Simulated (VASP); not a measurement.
A convergence study with VASP on Cr (bcc, AFM order): one setting is varied, all else stays as given below, so the limit is that of these other settings. Each run relaxes cell and ions; the cell shown is the tightest run's result. The basis is that of the starting cell, so low cut-offs carry a Pulay error.

```
Cr
1.0
    2.86667     0.00000     0.00000
    0.00000     2.86667     0.00000
    0.00000     0.00000     2.86667
Cr
2
Direct
  0.00000   0.00000   0.00000
  0.50000   0.50000   0.50000
```
Starting moments (μB, in the order of the record's atoms Cr Cr): 1.5 -1.5.

These are PBE GGA, VASP's PBE PAW potentials (set 64) (plane waves; VASP) values and carry that method's errors. The tightest run used: 700 eV cut-off, 10×10×10 Γ-centred mesh, first-order Methfessel-Paxton smearing of 0.10 eV, potentials Cr_pv.

The reference is ENCUT = 700, which took about 2 core-minutes. Costs are core time on shared hosts, one run each; read them as rough ratios.

Problem. Of the settings ENCUT = 250; ENCUT = 300; ENCUT = 350; ENCUT = 400; ENCUT = 450; ENCUT = 500; ENCUT = 550; ENCUT = 600; ENCUT = 650; ENCUT = 700, which is the lowest that keeps the difference from the reference in relaxed volume (Å³/atom) within 0.02 from there on, and what does it cost?

Solution. ENCUT = 500; its cost over the reference is within a factor of 2.
```json
[
 {"setting": "ENCUT = 250", "difference in relaxed volume (Å³/atom)": "0.840", "cost over the reference": "about 1/2"},
 {"setting": "ENCUT = 300", "difference in relaxed volume (Å³/atom)": "0.046", "cost over the reference": "about 1/4"},
 {"setting": "ENCUT = 350", "difference in relaxed volume (Å³/atom)": "0.056", "cost over the reference": "about 1/3"},
 {"setting": "ENCUT = 400", "difference in relaxed volume (Å³/atom)": "0.095", "cost over the reference": "about 1/2"},
 {"setting": "ENCUT = 450", "difference in relaxed volume (Å³/atom)": "0.046", "cost over the reference": "about 1/2"},
 {"setting": "ENCUT = 500", "difference in relaxed volume (Å³/atom)": "0.002", "cost over the reference": "within a factor of 2"},
 {"setting": "ENCUT = 550", "difference in relaxed volume (Å³/atom)": "0.008", "cost over the reference": "within a factor of 2"},
 {"setting": "ENCUT = 600", "difference in relaxed volume (Å³/atom)": "0.001", "cost over the reference": "within a factor of 2"},
 {"setting": "ENCUT = 650", "difference in relaxed volume (Å³/atom)": "0.003", "cost over the reference": "within a factor of 2"},
 {"setting": "ENCUT = 700", "difference in relaxed volume (Å³/atom)": "0.000", "cost over the reference": "reference"}
]
```

Left out are rungs that failed or repeat a setting and relaxations that didn't move; long series are thinned to 24 rows.

The compound is Cr in the bcc, AFM order structure.
